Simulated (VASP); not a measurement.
Computed with PBE GGA, VASP's PBE PAW potentials (set 64) (plane waves; VASP 6.6.1).

Input for VASP

INCAR:
```
SIGMA  =  0.1   # width (eV)
LREAL  =  .FALSE.
LMAXMIX  =  6   # l cut-off of mixed one-centre charges
GGA  =  PE
ENCUT  =  400   # plane-wave cut-off (eV)
IMIX  =  4
EDIFF  =  1E-6
AMIX  =  0.2
ALGO  =  Normal   # blocked Davidson
NELM  =  100
LASPH  =  .TRUE.   # aspherical one-centre terms
LWAVE  =  .FALSE.
ISIF  =  2   # forces and stress, cell fixed
PREC  =  Accurate
BMIX  =  3.0
ISMEAR  =  1   # Methfessel-Paxton
LCHARG  =  .FALSE.
SYSTEM  =  Eu
```

POSCAR:
```
Eu
1
   -2.3358000000     2.3358000000     2.3358000000
    2.3358000000    -2.3358000000     2.3358000000
    2.3358000000     2.3358000000    -2.3358000000
Eu
1
Direct
  0.0000000000   0.0000000000   0.0000000000
```

KPOINTS:
```
kpoints
0
Gamma
 10 10 10
0 0 0
```

POTCAR, in this order: Eu_2 (PBE.64 set). Program: vasp_std.

Output of the run:

OSZICAR:
```
       N       E                     dE             d eps       ncg     rms          rms(c)
DAV:   1     0.661452518990E+01    0.66145E+01   -0.33723E+03   832   0.650E+02
DAV:   2    -0.167805972675E+01   -0.82926E+01   -0.81439E+01  1168   0.972E+01
DAV:   3    -0.180744555340E+01   -0.12939E+00   -0.12640E+00  1016   0.793E+00
DAV:   4    -0.180916583287E+01   -0.17203E-02   -0.17192E-02  1216   0.143E+00
DAV:   5    -0.180916983542E+01   -0.40025E-05   -0.40024E-05  1040   0.460E-02    0.607E+00
DAV:   6    -0.181608388852E+01   -0.69141E-02   -0.38920E-04  1216   0.228E-01    0.486E+00
DAV:   7    -0.182695860201E+01   -0.10875E-01   -0.56574E-03   920   0.875E-01    0.235E-01
DAV:   8    -0.182605244355E+01    0.90616E-03   -0.31361E-03  1192   0.520E-01    0.915E-02
DAV:   9    -0.182619206434E+01   -0.13962E-03   -0.62814E-04  1272   0.232E-01    0.697E-02
DAV:  10    -0.182626779220E+01   -0.75728E-04   -0.14771E-04   768   0.852E-02    0.285E-02
DAV:  11    -0.182627653069E+01   -0.87385E-05   -0.13013E-05  1328   0.377E-02    0.157E-02
DAV:  12    -0.182627615265E+01    0.37804E-06   -0.11906E-05  1248   0.264E-02    0.530E-03
DAV:  13    -0.182627601555E+01    0.13710E-06   -0.24838E-07   472   0.474E-03
   1 F= -.18262760E+01 E0= -.18261057E+01  d E =-.510940E-03
```

### OUTCAR
```
------------------------ aborting loop because EDIFF is reached ----------------------------------------
  FORCE on cell =-STRESS in cart. coord.  units (eV):
  Direction    XX          YY          ZZ          XY          YZ          ZX
  --------------------------------------------------------------------------------------
  Total       -0.4741306     -0.4741306     -0.4741306     -0.0000000      0.0000000      0.0000000
  in kB      -14.9018977    -14.9018977    -14.9018977     -0.0000000      0.0000000      0.0000000
  external PRESSURE =     -14.9018977 kB  Pullay stress =       0.0000000 kB
  volume of cell :       50.98
      direct lattice vectors                 reciprocal lattice vectors
    -2.335800000  2.335800000  2.335800000     0.000000000  0.214059423  0.214059423
     2.335800000 -2.335800000  2.335800000     0.214059423  0.000000000  0.214059423
     2.335800000  2.335800000 -2.335800000     0.214059423  0.214059423  0.000000000
 POSITION                                       TOTAL-FORCE (eV/Angst)
 -----------------------------------------------------------------------------------
      0.00000      0.00000      0.00000         0.000000      0.000000      0.000000
 -----------------------------------------------------------------------------------
    total drift:                                0.000000      0.000000      0.000000
  FREE ENERGIE OF THE ION-ELECTRON SYSTEM (eV)
  ---------------------------------------------------
  free  energy   TOTEN  =        -1.8262760155 eV

  energy  without entropy=       -1.8257650757  energy(sigma->0) =       -1.82610570
```
(Selected blocks of OUTCAR.)

The 4f electrons are frozen in the core of the lanthanide potential, so 4f levels, which can set the real gap, and their magnetism are missing.

The compound is Eu in the bcc structure. The cell was not relaxed at this level. The run is one of a series of settings (AMIX = 0.2, BMIX = 3.0, IMIX = 4 against the base run), some of them coarse on purpose.
